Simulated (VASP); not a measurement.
A run of VASP 6.6.1 is set up as follows.

INCAR

```
SYSTEM = WS2
  ALGO = All
  AMIN = 0.01
  DIPOL = 0.5 0.5 0.500
  EDIFF = 1E-6
  ENCUT = 520
  IDIPOL = 3
  ISIF = 2
  ISMEAR = 0
  KPAR = 4
  LASPH = .TRUE.
  LCHARG = .FALSE.
  LDIPOL = .TRUE.
  LMAXMIX = 4
  LMIXTAU = .TRUE.
  LREAL = .FALSE.
  LVACPOTAV = .TRUE.
  LVHAR = .TRUE.
  LWAVE = .FALSE.
  METAGGA = R2SCAN
  NBANDS = 49
  NELM = 120
  PREC = Accurate
  SIGMA = 0.03
```

KPOINTS

```
k-points
0
G
  12 12 1
  0 0 0
```

Contents of POSCAR:

```
WS2                                     
1.0
    3.1561256143     -0.0000000000      0.0000000000
   -1.5780628072      2.7332849557      0.0000000000
    0.0000000000      0.0000000000     33.6250000000
  S               W             
     6     3
Direct
     0.3333333300000021    0.6666666699999979    0.2723105646498177
     0.3333333300000021    0.6666666699999979    0.3660349466220147
     0.6666666699999979    0.3333333300000021    0.4531816292978916
     0.6666666699999979    0.3333333300000021    0.5468183707021084
     0.3333333300000021    0.6666666699999979    0.6339650533779854
     0.3333333300000021    0.6666666699999979    0.7276894353501823
     0.6666666699999979    0.3333333300000021    0.3192010153483770
     0.3333333300000021    0.6666666699999979    0.5000000000000000
     0.6666666699999979    0.3333333300000021    0.6807989846516229
```

KPOINTS_OPT

```
explicit points
67
Reciprocal
 0.0000000000  0.0000000000  0.0000000000 1
 0.0357142900  0.0000000000  0.0000000000 1
 0.0714285700  0.0000000000  0.0000000000 1
 0.1071428600  0.0000000000  0.0000000000 1
 0.1428571400  0.0000000000  0.0000000000 1
 0.1785714300  0.0000000000  0.0000000000 1
 0.2142857100  0.0000000000  0.0000000000 1
 0.2500000000  0.0000000000  0.0000000000 1
 0.2857142900  0.0000000000  0.0000000000 1
 0.3214285700  0.0000000000  0.0000000000 1
 0.3571428600  0.0000000000  0.0000000000 1
 0.3928571400  0.0000000000  0.0000000000 1
 0.4285714300  0.0000000000  0.0000000000 1
 0.4642857100  0.0000000000  0.0000000000 1
 0.5000000000  0.0000000000  0.0000000000 1
 0.4791666700  0.0416666700  0.0000000000 1
 0.4583333300  0.0833333300  0.0000000000 1
 0.4375000000  0.1250000000  0.0000000000 1
 0.4166666700  0.1666666700  0.0000000000 1
 0.3958333300  0.2083333300  0.0000000000 1
 0.3750000000  0.2500000000  0.0000000000 1
 0.3541666700  0.2916666700  0.0000000000 1
 0.3333333300  0.3333333300  0.0000000000 1
 0.3137254900  0.3137254900  0.0000000000 1
 0.2941176500  0.2941176500  0.0000000000 1
 0.2745098000  0.2745098000  0.0000000000 1
 0.2549019600  0.2549019600  0.0000000000 1
 0.2352941200  0.2352941200  0.0000000000 1
 0.2156862700  0.2156862700  0.0000000000 1
 0.1960784300  0.1960784300  0.0000000000 1
 0.1764705900  0.1764705900  0.0000000000 1
 0.1568627500  0.1568627500  0.0000000000 1
 0.1372549000  0.1372549000  0.0000000000 1
 0.1176470600  0.1176470600  0.0000000000 1
 0.0980392200  0.0980392200  0.0000000000 1
 0.0784313700  0.0784313700  0.0000000000 1
 0.0588235300  0.0588235300  0.0000000000 1
 0.0392156900  0.0392156900  0.0000000000 1
 0.0196078400  0.0196078400  0.0000000000 1
 0.0000000000  0.0000000000  0.0000000000 1
 0.0000000000  0.0000000000  0.0000000000 1
 0.0060733500 -0.0030366800  0.0000000000 1
-0.0060733500  0.0030366800  0.0000000000 1
 0.0177139500 -0.0088569700  0.0000000000 1
-0.0177139500  0.0088569700  0.0000000000 1
 0.0000000000  0.0052596800  0.0000000000 1
-0.0000000000 -0.0052596800  0.0000000000 1
 0.0000000000  0.0153407300  0.0000000000 1
-0.0000000000 -0.0153407300  0.0000000000 1
 0.5000000000  0.0000000000  0.0000000000 1
 0.5060733500 -0.0030366800  0.0000000000 1
 0.4939266500  0.0030366800  0.0000000000 1
 0.5177139500 -0.0088569700  0.0000000000 1
 0.4822860500  0.0088569700  0.0000000000 1
 0.5000000000  0.0052596800  0.0000000000 1
 0.5000000000 -0.0052596800  0.0000000000 1
 0.5000000000  0.0153407300  0.0000000000 1
 0.5000000000 -0.0153407300  0.0000000000 1
 0.3333333300  0.3333333300  0.0000000000 1
 0.3394066800  0.3302966500  0.0000000000 1
 0.3272599800  0.3363700100  0.0000000000 1
 0.3510472800  0.3244763600  0.0000000000 1
 0.3156193800  0.3421903000  0.0000000000 1
 0.3333333300  0.3385930100  0.0000000000 1
 0.3333333300  0.3280736500  0.0000000000 1
 0.3333333300  0.3486740600  0.0000000000 1
 0.3333333300  0.3179926000  0.0000000000 1
```

Potentials or basis: VASP PAW PBE potentials, release 64 (S, W_sv).

Launch:

```console
$ cat potpaw_PBE.64/S/POTCAR potpaw_PBE.64/W_sv/POTCAR > POTCAR
$ mpirun -np 4 vasp_std > vasp.out
```

Question: Predict the band gap along the path.

Answer: 1.26 eV, indirect (least direct gap 1.98 eV).

Question: Predict the largest force.

Answer: 0.276 eV/Å.

Forces on the atoms (eV/Å):
```
S    0.000  0.000  0.161
S    0.000  0.000 -0.276
S    0.000  0.000  0.261
S    0.000  0.000 -0.261
S    0.000  0.000  0.276
S    0.000  0.000 -0.161
W    0.000  0.000 -0.088
W    0.000  0.000  0.000
W    0.000  0.000  0.088
```

Caveat: the PAW data sets were made with another functional, which shifts forces and pressure a little; spin-orbit coupling is left out, which moves the levels of the heavy elements. r2SCAN opens gaps a little over a GGA but as a rule still falls short of measured ones.
